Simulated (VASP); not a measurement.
Input:

```yaml
crystal:
  lattice:
    - [1.60583, -2.78138, 0.00000]
    - [1.60583, 2.78138, 0.00000]
    - [0.00000, 0.00000, 5.23189]
  atoms:
    - { symbol: Dy, position: [0.33333, 0.66667, 0.25000] }
    - { symbol: Dy, position: [0.66667, 0.33333, 0.75000] }
```

Computed with PBE GGA, VASP's PBE PAW potentials (set 64) (plane waves; VASP). Numerical set-up: 480 eV cut-off, 10×10×6 Γ-centred mesh, first-order Methfessel-Paxton smearing of 0.10 eV, potentials Dy_3.

The 4f electrons are frozen in the core of the lanthanide potential, so 4f levels, which can set the real gap, and their magnetism are missing.

Estimate the energy per atom (σ→0), pressure, band gap (on the k-mesh) with the smallest direct gap where there is one.

```
Quantity                                                     Value
------------------------  ----------------------------------------
band gap (on the k-mesh)  none (metal, semimetal or under 0.01 eV)
energy per atom (σ→0)                       -395.4 kJ/mol of atoms
pressure                                                 19.99 GPa
```

The absolute energy has meaning only against runs of the same code, potentials and settings.

The compound is Dy in the hcp structure. It was relaxed first under an external pressure of 20 GPa.
